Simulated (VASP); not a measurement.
Method: PW91 GGA, VASP's PBE PAW potentials (set 64) (plane waves; VASP 6.6.1).

VASP ran on this input.

POSCAR:
```
Lu
1.0
  1.7500000000  -3.0310890000   0.0000000000
  1.7500000000   3.0310890000   0.0000000000
  0.0000000000   0.0000000000   5.5500000000
Lu
2
Cart
  1.7500000000   1.0103650207   1.3875000000
  1.7500000000  -1.0103650207   4.1625000000
```

INCAR:
```
SYSTEM=Lu
PREC=Accurate; ENCUT=520; LREAL=.FALSE.
LASPH=.TRUE.
EDIFF=1E-6; NELM=100; ALGO=Normal
LMAXMIX=6
ISMEAR=1; SIGMA=0.1
GGA=91
IBRION=2; NSW=60; ISIF=3
EDIFFG=-0.01
LWAVE=.FALSE.; LCHARG=.FALSE.
```

**KPOINTS**
```
K-points
0
Gamma
11 11 6
0 0 0
```

POTCAR, in this order: Lu_3 (PBE.64 set). Program: vasp_std.

Q: What will the output report for the number of irreducible k-points (NKPTS), largest plane-wave count, number of space-group operations, FFT grid (NGX, NGY, NGZ)?

A: 
- number of irreducible k-points (NKPTS): 64
- largest plane-wave count: 1640
- number of space-group operations: 24
- FFT grid (NGX, NGY, NGZ): 28 × 28 × 42

The compound is Lu in the hcp structure. This run relaxes it. Symmetry was kept, so distortions that lower it aren't found.
